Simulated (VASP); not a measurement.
```yaml
crystal:
  lattice:
    - [3.02600, 0.00000, 0.00000]
    - [0.00000, 3.02600, 0.00000]
    - [0.00000, 0.00000, 3.70200]
  atoms:
    - { symbol: Hg, position: [0.00000, 0.00000, 0.00000] }
    - { symbol: Pd, position: [0.50000, 0.50000, 0.50000] }
```

Calculation: LDA (Ceperley-Alder, Perdew-Zunger), VASP's LDA PAW potentials (set 64) (plane waves; VASP 6.6.1). Settings: 300 eV cut-off, 7×7×6 Γ-centred mesh, Fermi-Dirac smearing of 0.10 eV, potentials Hg Pd.

At this cut-off the stress carries a Pulay error, which pulls relaxed volumes low.

Task: Give the stress tensor in GPa (positive for a compressed cell).

Result: 
```
-3.97   0.00   0.00
 0.00  -3.97   0.00
 0.00   0.00  -2.87
```
The pressure is its mean diagonal, -3.60 GPa.

The structure comes from a measured HgPd entry of the Crystallography Open Database, whose conditions weren't checked. The cell was not relaxed at this level.
